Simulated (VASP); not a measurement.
VASP input:

**KPOINTS**
```
Automatic mesh
0
Gamma
3 3 4
0 0 0
```

**POSCAR**
```
BaGe3
1
    6.7641250000     0.0000000000     0.0000000000
   -3.3820630000     5.8579040000     0.0000000000
    0.0000000000     0.0000000000     4.9819370000
Ba Ge
2 6
Direct
  0.6666670000   0.3333330000   0.2500000000
  0.3333330000   0.6666670000   0.7500000000
  0.8745750000   0.7491500000   0.7500000000
  0.1254250000   0.2508500000   0.2500000000
  0.1254250000   0.8745750000   0.2500000000
  0.8745750000   0.1254250000   0.7500000000
  0.2508500000   0.1254250000   0.7500000000
  0.7491500000   0.8745750000   0.2500000000
```

**INCAR**
```
SYSTEM = BaGe3
PREC = Accurate
ENCUT = 300
EDIFF = 1E-6
NELM = 100
ALGO = Normal
LREAL = .FALSE.
LASPH = .TRUE.
ISMEAR = 0
SIGMA = 0.1
LMAXMIX = 4
LWAVE = .FALSE.
LCHARG = .FALSE.
ISIF = 2
```

POTCAR, in this order: Ba_sv Ge_d (LDA.64 set). Program: vasp_std.

Q: Write an equivalent input for Ansatz.

A: One equivalent input (not run):
Ansatz 0.2 input:
```yaml
crystal:
  lattice:
    - [6.7641250, 0.0000000, 0.0000000]
    - [-3.3820630, 5.8579040, 0.0000000]
    - [0.0000000, 0.0000000, 4.9819370]
  atoms:
    - { symbol: Ba, position: [0.6666670, 0.3333330, 0.2500000] }
    - { symbol: Ba, position: [0.3333330, 0.6666670, 0.7500000] }
    - { symbol: Ge, position: [0.8745750, 0.7491500, 0.7500000] }
    - { symbol: Ge, position: [0.1254250, 0.2508500, 0.2500000] }
    - { symbol: Ge, position: [0.1254250, 0.8745750, 0.2500000] }
    - { symbol: Ge, position: [0.8745750, 0.1254250, 0.7500000] }
    - { symbol: Ge, position: [0.2508500, 0.1254250, 0.7500000] }
    - { symbol: Ge, position: [0.7491500, 0.8745750, 0.2500000] }
kpoints:
  mp_grid: { grid: [3, 3, 4] }
hamiltonian:
  xc: lda
  pseudopotentials: { kind: paw }
scf:
  occupations: { method: gaussian, width: 0.1 }
  max_iter: 100
output: { forces: true, stress: true, eigenvalues: true }
```
Limits of the translation: each code has its own PAW files, so the cut-off isn't converted (ENCUT is set for VASP's; basis.ecutwfc is left out, and Ansatz then takes the one that its files recommend); Ansatz stops its SCF on the density residual and VASP on the energy change (EDIFF); Ansatz's lda is the Perdew-Wang form, while the LDA potentials of VASP carry Perdew-Zunger's.

The structure comes from a computed database's BaGe3 entry (P6_3/mmc); how it stands against other phases isn't given here. The cell was not relaxed at this level. The k-mesh is coarse (spacing up to 0.36 per Å, 2π included), so the numbers may not be converged in it. The run is one of a series of settings (GGA removed, POTCAR Ba_sv Ge_d (LDA.64 set) against the base run), some of them coarse on purpose.
